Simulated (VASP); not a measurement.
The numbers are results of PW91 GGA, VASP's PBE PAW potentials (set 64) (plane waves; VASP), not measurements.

VASP input:

**POSCAR**
```
MgI2
1.0
  2.1028145369  -3.6421811751   0.0000000000
  2.1028145369   3.6421811751   0.0000000000
  0.0000000000   0.0000000000   7.7016026497
Mg I
1 2
Cart
  2.1028145369   3.6421811751   0.0000000000
  2.1028145369   1.2140628198   1.6732508348
  2.1028145369  -1.2140628198   6.0283518149
```

**INCAR**
```
LORBIT  =  11
LCHARG  =  .TRUE.
ENCUT  =  520   # plane-wave cut-off (eV)
NEDOS  =  601   # DOS grid
PREC  =  Accurate
EDIFF  =  1E-7   # SCF stop (eV)
LREAL  =  .FALSE.   # projection in real space or not
LMAXMIX  =  4   # l cut-off of mixed one-centre charges
ISIF  =  2   # forces and stress, cell fixed
LASPH  =  .TRUE.
LWAVE  =  .FALSE.
NELM  =  100   # most electronic steps
ALGO  =  Normal   # blocked Davidson
LEFG  =  .TRUE.
ISMEAR  =  -5   # tetrahedra, Bloechl
GGA  =  91   # PW91
SYSTEM  =  MgI2
```

File KPOINTS:
```
K-points
0
gamma
7 7 4
```

POTCAR, in this order: Mg I (PBE.64 set). Program: vasp_std.

The resulting files:

**OSZICAR**
```
       N       E                     dE             d eps       ncg     rms          rms(c)
DAV:   1     0.792262822961E+02    0.79226E+02   -0.56164E+03   672   0.102E+03
DAV:   2    -0.141088848368E+01   -0.80637E+02   -0.75071E+02   936   0.150E+02
DAV:   3    -0.783225390984E+01   -0.64214E+01   -0.63958E+01   860   0.503E+01
DAV:   4    -0.797206452668E+01   -0.13981E+00   -0.13976E+00   896   0.900E+00
DAV:   5    -0.797412230787E+01   -0.20578E-02   -0.20575E-02   844   0.115E+00    0.379E+00
DAV:   6    -0.784277901137E+01    0.13134E+00   -0.15756E-01   744   0.217E+00    0.264E+00
DAV:   7    -0.781857791680E+01    0.24201E-01   -0.14529E-01   760   0.213E+00    0.694E-01
DAV:   8    -0.781644362669E+01    0.21343E-02   -0.10409E-02   784   0.614E-01    0.214E-01
DAV:   9    -0.781656184461E+01   -0.11822E-03   -0.99090E-04   828   0.220E-01    0.980E-02
DAV:  10    -0.781655034841E+01    0.11496E-04   -0.36836E-05   848   0.523E-02    0.377E-02
DAV:  11    -0.781655610876E+01   -0.57604E-05   -0.20467E-05   788   0.348E-02    0.266E-02
DAV:  12    -0.781655670937E+01   -0.60061E-06   -0.10784E-06   864   0.754E-03    0.972E-03
DAV:  13    -0.781655675643E+01   -0.47067E-07   -0.30522E-08   608   0.150E-03
   1 F= -.78165568E+01 E0= -.78165568E+01  d E =0.000000E+00
```

**OUTCAR**
```
------------------------ aborting loop because EDIFF is reached ----------------------------------------
  FORCE on cell =-STRESS in cart. coord.  units (eV):
  Direction    XX          YY          ZZ          XY          YZ          ZX
  --------------------------------------------------------------------------------------
  Total       -0.0186208     -0.0186208      0.0136324     -0.0000000     -0.0000000      0.0000000
  in kB       -0.2528916     -0.2528915      0.1851437     -0.0000000     -0.0000000      0.0000000
  external PRESSURE =      -0.1068798 kB  Pullay stress =       0.0000000 kB
  volume of cell :      117.97
      direct lattice vectors                 reciprocal lattice vectors
     2.102814537 -3.642181175  0.000000000     0.237776557 -0.137280376  0.000000000
     2.102814537  3.642181175  0.000000000     0.237776557  0.137280376  0.000000000
     0.000000000  0.000000000  7.701602650     0.000000000  0.000000000  0.129843105
 POSITION                                       TOTAL-FORCE (eV/Angst)
 -----------------------------------------------------------------------------------
      0.00000      0.00000      0.00000         0.000000     -0.000000      0.000000
      2.10281      1.21406      1.67325        -0.000000      0.000000     -0.015229
      2.10281     -1.21406      6.02835        -0.000000     -0.000000      0.015229
 -----------------------------------------------------------------------------------
    total drift:                                0.000000      0.000000      0.000000
  FREE ENERGIE OF THE ION-ELECTRON SYSTEM (eV)
  ---------------------------------------------------
  free  energy   TOTEN  =        -7.8165567564 eV

  energy  without entropy=       -7.8165567564  energy(sigma->0) =       -7.81655676

 total charge

# of ion       s       p       d       tot
------------------------------------------
    1        0.136   0.107   0.026   0.269
    2        1.510   2.819   0.011   4.340
    3        1.510   2.819   0.011   4.340
--------------------------------------------------
tot          3.156   5.745   0.049   8.949

 Electric field gradients after diagonalization (V/A^2)
 (convention: |V_zz| > |V_xx| > |V_yy|)
----------------------------------------------------------------------
 ion       V_xx      V_yy      V_zz     asymmetry (V_yy - V_xx)/ V_zz
----------------------------------------------------------------------
   1      -0.175    -0.175     0.350       0.000
   2      27.026    27.024   -54.050       0.000
   3      27.026    27.024   -54.050       0.000
```
(Selected blocks of OUTCAR.)

Without a dispersion term in the relaxation, distances and binding between the weakly bound layers, chains or molecules are unreliable, and so is what depends on them.

The compound is MgI2 in the 1T layered structure. It was relaxed first, which changed the volume by +15 %.
